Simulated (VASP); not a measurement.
# XPS shifts in Ta3W7, part 2 of 4

Which atoms of Ta3W7 bind their core electrons more tightly, and does the hole change the order?

VASP 6.6.1, plane waves and PAW; the level of theory is named at each step.

So far. Step 2 (Relaxation): The forces on the free atoms are under 0.05 eV/Å.

## (3) Initial state

Level of this step: LDA; plane waves and PAW (Ta_pv, W) (VASP).

The cell without a hole gives, with ICORELEVEL = 1, the Kohn-Sham core levels of the initial state.

The input, INCAR:

```
SYSTEM = Ta3W7
PREC = Normal
ENCUT = 330
EDIFF = 1E-05
NELM = 120
ISMEAR = 0
SIGMA = 0.1
LREAL = Auto
ALGO = Fast
GGA = CA
NBANDS = 95
LASPH = .TRUE.
LORBIT = 11
LWAVE = .FALSE.
LCHARG = .FALSE.
NCORE = 8
ICORELEVEL = 1
ISIF = 0
LVHAR = .TRUE.
```

The input, POSCAR:

```
Ta3W7
1.0
    6.3400000000      0.0000000000      0.0000000000
    0.0000000000      6.3400000000      0.0000000000
    0.0000000000      0.0000000000     20.3400000000
Ta W
6 14
Direct
    0.0000000000      0.0000000000      0.6498169659
    0.5000000000      0.0000000000      0.6518447268
    0.0000000000      0.5000000000      0.6518447268
    0.0000000000      0.0000000000      0.3501830341
    0.5000000000      0.0000000000      0.3481552732
    0.0000000000      0.5000000000      0.3481552732
    0.5000000000      0.5000000000      0.6433424314
    0.2501456293      0.2501456293      0.5773286922
    0.7498543707      0.2501456293      0.5773286922
    0.2501456293      0.7498543707      0.5773286922
    0.7498543707      0.7498543707      0.5773286922
    0.0000000000      0.0000000000      0.5000000000
    0.5000000000      0.0000000000      0.5000000000
    0.0000000000      0.5000000000      0.5000000000
    0.5000000000      0.5000000000      0.5000000000
    0.2501456293      0.2501456293      0.4226713078
    0.7498543707      0.2501456293      0.4226713078
    0.2501456293      0.7498543707      0.4226713078
    0.7498543707      0.7498543707      0.4226713078
    0.5000000000      0.5000000000      0.3566575686
```

The input, KPOINTS:

```
Automatic mesh
0
Gamma
3 3 1
0 0 0
```

Potentials, in the order of the species: Ta_pv and W (PBE family, release 64).

The run is started by

```bash
$ mpirun -np 8 vasp_std
```

Log:

```text
[banner, memory and clock lines left out]
running    8 mpi-ranks, on    1 nodes
 distrk:  each k-point on    8 cores,    1 groups
 distr:  one band on    8 cores,    1 groups

 POSCAR found type information on POSCAR TaW
 POSCAR found :  2 types and      20 ions
 [... a notice as in an earlier step ...]

 [... a notice as in an earlier step ...]

 LDA part: xc-table for (Slater(with rela. corr.)+CA(PZ))
 , standard interpolation
 POSCAR, INCAR and KPOINTS ok, starting setup
 FFT: planning ... GRIDC
 FFT: planning ... GRID_SOFT
 FFT: planning ... GRID
 WAVECAR not read
 entering main loop
       N       E                     dE             d eps       ncg     rms          rms(c)
DAV:   1     0.694696404532E+03    0.69470E+03   -0.57446E+04   698   0.935E+02
DAV:   2    -0.204762529920E+03   -0.89946E+03   -0.86011E+03   709   0.273E+02
DAV:   3    -0.276256901902E+03   -0.71494E+02   -0.69199E+02   764   0.681E+01
DAV:   4    -0.280981769608E+03   -0.47249E+01   -0.46241E+01   884   0.146E+01
DAV:   5    -0.281146951828E+03   -0.16518E+00   -0.16243E+00   852   0.272E+00    0.935E+01
RMM:   6    -0.266868879174E+03    0.14278E+02   -0.10558E+02   789   0.191E+01    0.487E+01
RMM:   7    -0.276948482082E+03   -0.10080E+02   -0.11599E+02   830   0.208E+01    0.180E+01
RMM:   8    -0.257701148851E+03    0.19247E+02   -0.36550E+01   660   0.144E+01    0.769E+00
RMM:   9    -0.258957011426E+03   -0.12559E+01   -0.15746E+01   863   0.694E+00    0.365E+00
RMM:  10    -0.258873617745E+03    0.83394E-01   -0.16723E+00   837   0.248E+00    0.332E+00
RMM:  11    -0.258702357547E+03    0.17126E+00   -0.48756E-01   790   0.140E+00    0.313E+00
RMM:  12    -0.258807009172E+03   -0.10465E+00   -0.14482E+00   897   0.184E+00    0.188E+00
RMM:  13    -0.258739504496E+03    0.67505E-01   -0.14159E-01   722   0.987E-01    0.130E+00
RMM:  14    -0.258712343511E+03    0.27161E-01   -0.60959E-02   796   0.528E-01    0.957E-01
RMM:  15    -0.258692799521E+03    0.19544E-01   -0.47682E-02   834   0.329E-01    0.598E-01
RMM:  16    -0.258681960289E+03    0.10839E-01   -0.77790E-02   892   0.390E-01    0.154E-01
RMM:  17    -0.258683874053E+03   -0.19138E-02   -0.91542E-03   828   0.172E-01    0.106E-01
RMM:  18    -0.258684565987E+03   -0.69193E-03   -0.10743E-02   908   0.128E-01    0.584E-02
RMM:  19    -0.258684946783E+03   -0.38080E-03   -0.18525E-03   709   0.736E-02    0.237E-02
RMM:  20    -0.258685144552E+03   -0.19777E-03   -0.13956E-03   790   0.334E-02    0.133E-02
RMM:  21    -0.258685214512E+03   -0.69960E-04   -0.42922E-04   649   0.194E-02    0.154E-02
RMM:  22    -0.258685332090E+03   -0.11758E-03   -0.36595E-04   671   0.189E-02    0.173E-02
RMM:  23    -0.258685376911E+03   -0.44821E-04   -0.12293E-04   509   0.115E-02    0.105E-02
RMM:  24    -0.258685431154E+03   -0.54243E-04   -0.14736E-04   612   0.129E-02    0.308E-03
RMM:  25    -0.258685535484E+03   -0.10433E-03   -0.45110E-05   488   0.950E-03    0.664E-03
RMM:  26    -0.258685563413E+03   -0.27929E-04   -0.27958E-05   449   0.697E-03    0.326E-03
RMM:  27    -0.258685573979E+03   -0.10566E-04   -0.11055E-05   325   0.337E-03    0.229E-03
RMM:  28    -0.258685581326E+03   -0.73469E-05   -0.12491E-05   431   0.574E-03
   1 F= -.25868558E+03 E0= -.25862987E+03  d E =-.111419E+00
```

It took 11 s on 8 MPI ranks of AMD EPYC 9R45, shared host; peak memory 0.81 GiB; 75 s of CPU time.

Parts of OUTCAR (step 3):

```text
The static configuration has the point symmetry D_4h.

 Found      3 irreducible k-points:

   NELECT =     150.0000    total number of electrons

 the core state eigenenergies are
   1-  1s -67337.6418  2s -11563.3429  2p -10130.5241  3s  -2644.8423  3p  -2218.8849
       3d  -1722.6207  4s   -534.8621  4p   -395.1744  4d   -216.5574  4f    -19.1761
       5s    -67.3177
   2-  1s -67337.8530  2s -11563.5474  2p -10130.7293  3s  -2645.0377  3p  -2219.0802
       3d  -1722.8172  4s   -535.0432  4p   -395.3540  4d   -216.7351  4f    -19.3463
       5s    -67.4593
   3-  1s -67337.8530  2s -11563.5474  2p -10130.7293  3s  -2645.0377  3p  -2219.0802
       3d  -1722.8172  4s   -535.0432  4p   -395.3540  4d   -216.7351  4f    -19.3463
       5s    -67.4593
   4-  1s -67337.6418  2s -11563.3429  2p -10130.5241  3s  -2644.8423  3p  -2218.8849
       3d  -1722.6207  4s   -534.8621  4p   -395.1744  4d   -216.5574  4f    -19.1761
       5s    -67.3177
   5-  1s -67337.8530  2s -11563.5474  2p -10130.7293  3s  -2645.0377  3p  -2219.0802
       3d  -1722.8172  4s   -535.0432  4p   -395.3540  4d   -216.7351  4f    -19.3463
       5s    -67.4593
   6-  1s -67337.8530  2s -11563.5474  2p -10130.7293  3s  -2645.0377  3p  -2219.0802
       3d  -1722.8172  4s   -535.0432  4p   -395.3540  4d   -216.7351  4f    -19.3463
       5s    -67.4593
   7-  1s -69461.8998  2s -11982.6733  2p -10476.2654  3s  -2755.4004  3p  -2309.5126
       3d  -1797.4693  4s   -563.8962  4p   -417.6807  4d   -232.5575  4f    -27.4520
       5s    -73.1469  5p    -37.3931
   8-  1s -69461.6284  2s -11982.4561  2p -10476.0435  3s  -2755.2029  3p  -2309.3148
       3d  -1797.2718  4s   -563.7287  4p   -417.5166  4d   -232.3985  4f    -27.3069
       5s    -73.0637  5p    -37.3438
   9-  1s -69461.6284  2s -11982.4561  2p -10476.0435  3s  -2755.2029  3p  -2309.3148
       3d  -1797.2718  4s   -563.7287  4p   -417.5166  4d   -232.3985  4f    -27.3069
       5s    -73.0637  5p    -37.3438
  10-  1s -69461.6284  2s -11982.4561  2p -10476.0435  3s  -2755.2029  3p  -2309.3148
       3d  -1797.2718  4s   -563.7287  4p   -417.5166  4d   -232.3985  4f    -27.3069
       5s    -73.0637  5p    -37.3438
  11-  1s -69461.6284  2s -11982.4561  2p -10476.0435  3s  -2755.2029  3p  -2309.3148
       3d  -1797.2718  4s   -563.7287  4p   -417.5166  4d   -232.3985  4f    -27.3069
       5s    -73.0637  5p    -37.3438
  12-  1s -69462.2821  2s -11983.1025  2p -10476.6914  3s  -2755.8178  3p  -2309.9296
       3d  -1797.8915  4s   -564.2962  4p   -418.0791  4d   -232.9554  4f    -27.8441
       5s    -73.5066  5p    -37.7289
  13-  1s -69462.2738  2s -11983.0930  2p -10476.6818  3s  -2755.8085  3p  -2309.9203
       3d  -1797.8821  4s   -564.2868  4p   -418.0697  4d   -232.9459  4f    -27.8346
       5s    -73.4972  5p    -37.7202
[...]
3d  -1797.4693  4s   -563.8962  4p   -417.6807  4d   -232.5575  4f    -27.4520
       5s    -73.1469  5p    -37.3931

 E-fermi :   0.4933

 k-point     1 :       0.0000    0.0000    0.0000
  band No.  band energies     occupation
    ...
     69      -0.0818      2.00000
     70      -0.0818      2.00000
     71       0.0667      2.00000
     72       0.2160      1.99991
     73       0.5232      0.67303
     74       0.5496      0.42597
     75       0.5496      0.42597
     76       0.6049      0.11443
     77       0.7548      0.00022
     78       0.7548      0.00022
    ...

 k-point     2 :       0.3333    0.0000    0.0000
  band No.  band energies     occupation
    ...
     70      -0.2446      2.00000
     71      -0.0828      2.00000
     72      -0.0731      2.00000
     73       0.1157      2.00000
     74       0.2861      1.99662
     75       0.5680      0.29076
     76       0.6575      0.02025
     77       0.7248      0.00106
     78       0.8088      0.00001
     79       0.8730      0.00000
    ...

 POSITION                                       TOTAL-FORCE (eV/Angst)
 -----------------------------------------------------------------------------------
      0.00000      0.00000     13.21728         0.000000     -0.000000      0.017256
      3.17000      0.00000     13.25852         0.000000      0.000000     -0.051954
      0.00000      3.17000     13.25852         0.000000     -0.000000     -0.051954
      0.00000      0.00000      7.12272         0.000000      0.000000     -0.017256
      3.17000      0.00000      7.08148         0.000000      0.000000      0.051954
      0.00000      3.17000      7.08148        -0.000000     -0.000000      0.051954
      3.17000      3.17000     13.08559         0.000000     -0.000000     -0.026605
      1.58592      1.58592     11.74287         0.009116      0.009116     -0.007741
      4.75408      1.58592     11.74287        -0.009116      0.009116     -0.007741
      1.58592      4.75408     11.74287         0.009116     -0.009116     -0.007741
      4.75408      4.75408     11.74287        -0.009116     -0.009116     -0.007741
      0.00000      0.00000     10.17000         0.000000     -0.000000      0.000000
      3.17000      0.00000     10.17000         0.000000     -0.000000      0.000000
      0.00000      3.17000     10.17000         0.000000     -0.000000      0.000000
      3.17000      3.17000     10.17000         0.000000     -0.000000      0.000000
      1.58592      1.58592      8.59713         0.009116      0.009116      0.007741
      4.75408      1.58592      8.59713        -0.009116      0.009116      0.007741
      1.58592      4.75408      8.59713         0.009116     -0.009116      0.007741
      4.75408      4.75408      8.59713        -0.009116     -0.009116      0.007741
      3.17000      3.17000      7.25441         0.000000      0.000000      0.026605
 -----------------------------------------------------------------------------------
    total drift:                                0.000000     -0.000000     -0.000000

  FREE ENERGIE OF THE ION-ELECTRON SYSTEM (eV)
  ---------------------------------------------------
  free  energy   TOTEN  =      -258.6855813258 eV

  energy  without entropy=     -258.5741626537  energy(sigma->0) =     -258.62987199

 total charge
# of ion       s       p       d       tot
------------------------------------------
    1        0.386   6.104   2.433   8.923
    2        0.375   6.093   2.408   8.876
    3        0.375   6.093   2.408   8.876
    4        0.386   6.104   2.433   8.923
    5        0.375   6.093   2.408   8.876
    6        0.375   6.093   2.408   8.876
    7        0.681   0.447   4.297   5.425
    8        0.697   0.673   4.415   5.785
    9        0.697   0.673   4.415   5.785
   10        0.697   0.673   4.415   5.785
   11        0.697   0.673   4.415   5.785
   12        0.681   0.685   4.275   5.641
   13        0.666   0.691   4.282   5.639
   14        0.666   0.691   4.282   5.639
   15        0.665   0.704   4.301   5.671
   16        0.697   0.673   4.415   5.785
   17        0.697   0.673   4.415   5.785
   18        0.697   0.673   4.415   5.785
   19        0.697   0.673   4.415   5.785
   20        0.681   0.447   4.297   5.425
--------------------------------------------------
tot         11.891  45.630  75.550 133.071

[... 7 parts as in an earlier step ...]

[... 2 further parts left out ...]
```

These are scalar-relativistic Kohn-Sham levels of the ground state, with no core hole, so they are not binding energies.

Numbers from this step:

```yaml
energy_at_zero_smearing: -258.6299 eV
fermi_energy: 0.4933 eV
```

The two shallowest core shells; atoms whose shallowest level rounds to another's at 0.01 eV are left out. Core levels, by row:

```
atom  shell  level below the Fermi level (eV)
 Ta1     5s                             67.81
 Ta1     4f                             19.67
 Ta2     5s                             67.95
 Ta2     4f                             19.84
  W7     5p                             37.89
  W7     4f                             27.95
  W8     5p                             37.84
  W8     4f                              27.8
 W12     5p                             38.22
 W12     4f                             28.34
 W13     5p                             38.21
 W13     4f                             28.33
```

(Part 2 of 4 ends here.)

[Lines on the potential files, build, host, timing and source positions are cut from VASP's logs without a mark.]

[Logs are printed without paths, hosts, clocks, repeated set-up lines and the standing remarks that a program may print on its own settings, such as how far it seeks lower states.]

[Hosts, paths, dates, database ids (printed as entryN), source tags and the programs' standing remarks are cut or masked in the printed files.]
